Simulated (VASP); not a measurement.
Set up this calculation in VASP 6.6.1, as the native input.

- Task: relaxation of cell and atoms
- Functional: PBE
- Potentials or basis: VASP PAW PBE potentials, release 64 (Si, C)
- Cutoff: 600 eV
- k mesh: 12 × 12 × 3
- Occupations: gaussian, width 0.03 eV
- Spin: no spin polarisation
- Further INCAR settings: ALGO = Normal; EDIFF = 1e-06; IBRION = 2; EDIFFG = -0.01; NSW = 90; ISIF = 3

The structure of SiC lies in POSCAR:

```
SiC
1.0
    3.0756941500      0.0000000000      0.0000000000
   -1.5378470700      2.6636292700      0.0000000000
    0.0000000000      0.0000000000     10.0706464800
Si C
4 4
Direct
    0.6666666700      0.3333333300      0.9378419800
    0.3333333300      0.6666666700      0.4378419800
    0.0000000000      0.0000000000      0.6878943800
    0.0000000000      0.0000000000      0.1878943800
    0.6666666700      0.3333333300      0.7498025900
    0.3333333300      0.6666666700      0.2498025900
    0.0000000000      0.0000000000      0.5004600500
    0.0000000000      0.0000000000      0.0004600500
```

The cell is a database's computed one.

These files were run (other wordings do the same):

INCAR

```
  ALGO = Normal
  EDIFF = 1E-6
  EDIFFG = -0.01
  ENCUT = 600
  GGA = PE
  IBRION = 2
  ISIF = 3
  ISMEAR = 0
  KPAR = 2
  LASPH = T
  LCHARG = F
  LREAL = F
  LWAVE = F
  NELM = 80
  NSW = 90
  PREC = Accurate
  SIGMA = 0.03
```

KPOINTS

```
k-points
0
Gamma
  12 12 3
```

Potentials or basis: VASP PAW PBE potentials, release 64 (Si, C).

Run with:

```bash
$ cat potpaw_PBE.64/Si/POTCAR potpaw_PBE.64/C/POTCAR > POTCAR
$ mpirun -np 2 vasp_std > vasp.out
```

It gave:

```
Relaxed volume                         : 10.49 Å³/atom
Relaxed cell                           : a = 3.093 Å, b = 3.093 Å, c = 10.126 Å, α = 90.00°, β = 90.00°, γ = 120.00°
Space group after relaxing (to 0.05 Å) : P6_3mc (No. 186)
Energy gained by relaxing              : 2.0 meV/atom
Ionic steps                            : 3
Pressure after relaxing                : 0.0 GPa
Largest force after relaxing           : 0.006 eV/Å
Band gap on the k mesh                 : 2.22 eV, indirect (least direct gap 3.34 eV)
```

Caveat: an odd mesh through Γ misses points on the zone boundary, where band edges often lie.

Wall time 41 s on 2 MPI ranks on Intel(R) Xeon(R) 6975P-C (Granite Rapids), on a shared host, peak memory 0.25 GiB a rank.
